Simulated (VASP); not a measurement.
The system is SnTe.

```
CELL_PARAMETERS angstrom
0.00000 3.15085 3.15085
3.15085 0.00000 3.15085
3.15085 3.15085 0.00000
ATOMIC_POSITIONS crystal
Sn 0.00000 0.00000 0.00000
Te 0.50000 0.50000 0.50000
```

* Program: VASP 6.6.1
* Task: relaxation of cell and atoms
* Functional: PBE
* Potentials or basis: VASP PAW PBE potentials, release 64 (Sn_d, Te)
* Cutoff: 520 eV
* k mesh: 6 × 6 × 6
* Occupations: gaussian, width 0.02 eV
* Spin: no spin polarisation

At the start: pressure 2.2 GPa; volume 31.28 Å³/atom.

Question: How do energy, volume and symmetry change on relaxing?

Answer: Over 4 steps the energy falls by 10.8 meV/atom and the volume is 32.98 Å³/atom (+5.4 %); space group Fm-3m (No. 225, to 0.05 Å).

Step by step:
```tsv
step	energy change (eV)	largest force (eV/Å)	pressure (GPa)	volume (Å³)
1	0.0000	0.0000	2.20	62.56
2	-0.0209	0.0000	-0.35	66.53
3	-0.0215	0.0000	0.04	65.88
4	-0.0215	0.0000	0.01	65.95
```

Final structure:
```
Sn Te
1.0
     0.00000    3.20679    3.20679
     3.20679    0.00000    3.20679
     3.20679    3.20679    0.00000
Sn Te
1 1
Direct
  0.00000 0.00000 0.00000
  0.50000 0.50000 0.50000
```
